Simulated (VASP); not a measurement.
OSZICAR of a VASP run on MgI₂ (1T layered):

### OSZICAR
```
       N       E                     dE             d eps       ncg     rms          rms(c)
DAV:   1     0.744767617547E+02    0.74477E+02   -0.57699E+03   408   0.987E+02
DAV:   2    -0.375671293342E+01   -0.78233E+02   -0.72430E+02   576   0.152E+02
DAV:   3    -0.915079627231E+01   -0.53941E+01   -0.53748E+01   504   0.471E+01
DAV:   4    -0.924819486270E+01   -0.97399E-01   -0.97354E-01   540   0.783E+00
DAV:   5    -0.925026427415E+01   -0.20694E-02   -0.20694E-02   516   0.112E+00    0.441E+00
DAV:   6    -0.912792779530E+01    0.12234E+00   -0.12728E-01   468   0.192E+00    0.292E+00
DAV:   7    -0.909592104568E+01    0.32007E-01   -0.11967E-01   456   0.186E+00    0.526E-01
DAV:   8    -0.909310989041E+01    0.28112E-02   -0.10306E-02   468   0.603E-01    0.212E-01
DAV:   9    -0.909306217686E+01    0.47714E-04   -0.58242E-04   496   0.161E-01    0.887E-02
DAV:  10    -0.909305485813E+01    0.73187E-05   -0.29195E-05   512   0.415E-02    0.399E-02
DAV:  11    -0.909305376378E+01    0.10944E-05   -0.39967E-06   476   0.142E-02    0.247E-02
DAV:  12    -0.909305360133E+01    0.16245E-06   -0.37445E-07   304   0.431E-03
   1 F= -.90930536E+01 E0= -.90930536E+01  d E =-.909305E+01
       N       E                     dE             d eps       ncg     rms          rms(c)
DAV:   1    -0.909377118171E+01   -0.71742E-03   -0.17312E-02   416   0.711E-01    0.878E-02
DAV:   2    -0.909348815215E+01    0.28303E-03   -0.55072E-04   496   0.166E-01    0.456E-02
DAV:   3    -0.909336687289E+01    0.12128E-03   -0.33305E-04   464   0.993E-02    0.271E-02
DAV:   4    -0.909336587422E+01    0.99867E-06   -0.98499E-06   472   0.233E-02
   2 F= -.90933659E+01 E0= -.90933659E+01  d E =-.312273E-03
       N       E                     dE             d eps       ncg     rms          rms(c)
DAV:   1    -0.909743647086E+01   -0.40696E-02   -0.15617E-01   416   0.214E+00    0.265E-01
DAV:   2    -0.909487499938E+01    0.25615E-02   -0.49870E-03   496   0.498E-01    0.136E-01
DAV:   3    -0.909378619030E+01    0.10888E-02   -0.29695E-03   460   0.297E-01    0.816E-02
DAV:   4    -0.909377709671E+01    0.90936E-05   -0.89045E-05   468   0.698E-02    0.713E-02
DAV:   5    -0.909375900733E+01    0.18089E-04   -0.39457E-05   488   0.390E-02    0.113E-02
DAV:   6    -0.909375939986E+01   -0.39254E-06   -0.29061E-06   452   0.111E-02
   3 F= -.90937594E+01 E0= -.90937594E+01  d E =-.705799E-03
       N       E                     dE             d eps       ncg     rms          rms(c)
DAV:   1    -0.909401222904E+01   -0.25322E-03   -0.97812E-03   416   0.567E-01    0.408E-02
DAV:   2    -0.909399438589E+01    0.17843E-04   -0.36215E-04   464   0.135E-01    0.225E-02
DAV:   3    -0.909397419872E+01    0.20187E-04   -0.19282E-05   488   0.309E-02    0.123E-02
DAV:   4    -0.909396774465E+01    0.64541E-05   -0.16736E-05   492   0.248E-02    0.269E-03
DAV:   5    -0.909396783468E+01   -0.90024E-07   -0.15683E-06   284   0.809E-03
   4 F= -.90939678E+01 E0= -.90939678E+01  d E =-.208435E-03
       N       E                     dE             d eps       ncg     rms          rms(c)
DAV:   1    -0.909475999301E+01   -0.79225E-03   -0.87975E-02   416   0.170E+00    0.132E-01
DAV:   2    -0.909458189255E+01    0.17810E-03   -0.32738E-03   464   0.405E-01    0.662E-02
DAV:   3    -0.909439375281E+01    0.18814E-03   -0.18508E-04   488   0.950E-02    0.353E-02
DAV:   4    -0.909433721801E+01    0.56535E-04   -0.14662E-04   492   0.732E-02    0.747E-03
DAV:   5    -0.909433788692E+01   -0.66891E-06   -0.14272E-05   448   0.238E-02    0.965E-03
DAV:   6    -0.909433781200E+01    0.74922E-07   -0.39238E-07   256   0.495E-03
   5 F= -.90943378E+01 E0= -.90943378E+01  d E =-.578412E-03
       N       E                     dE             d eps       ncg     rms          rms(c)
DAV:   1    -0.909447449952E+01   -0.13661E-03   -0.19639E-02   408   0.804E-01    0.616E-02
DAV:   2    -0.909443469610E+01    0.39803E-04   -0.72823E-04   464   0.191E-01    0.314E-02
DAV:   3    -0.909439239846E+01    0.42298E-04   -0.41421E-05   488   0.449E-02    0.167E-02
DAV:   4    -0.909437981172E+01    0.12587E-04   -0.32840E-05   492   0.347E-02    0.354E-03
DAV:   5    -0.909437997034E+01   -0.15863E-06   -0.31643E-06   388   0.112E-02
   6 F= -.90943800E+01 E0= -.90943800E+01  d E =-.620570E-03
       N       E                     dE             d eps       ncg     rms          rms(c)
DAV:   1    -0.909466812812E+01   -0.28832E-03   -0.11112E-02   408   0.604E-01    0.579E-02
DAV:   2    -0.909457125153E+01    0.96877E-04   -0.48899E-04   480   0.149E-01    0.312E-02
DAV:   3    -0.909453715078E+01    0.34101E-04   -0.85013E-05   444   0.493E-02    0.164E-02
DAV:   4    -0.909453566646E+01    0.14843E-05   -0.25211E-06   480   0.113E-02    0.162E-02
DAV:   5    -0.909453479376E+01    0.87269E-06   -0.15862E-06   292   0.786E-03
   7 F= -.90945348E+01 E0= -.90945348E+01  d E =-.154823E-03
```

Task: Which electronic solver shows in the log?

Result: It is blocked Davidson (ALGO = Normal, or the opening steps of other solvers). The INCAR had ALGO = Normal.

Task: Can the final energy be trusted as converged?

Result: The run converged. It stopped with EDIFF = 1E-6, NELM = 100, NSW = 60 and EDIFFG = -0.02 after 7 ionic steps (LDA (Ceperley-Alder, Perdew-Zunger), plane waves, VASP's LDA PAW potentials (set 64)).

The compound is MgI2 in the 1T layered structure. This run relaxes it. Symmetry was kept, so distortions that lower it aren't found. The start is the result of an earlier pass.
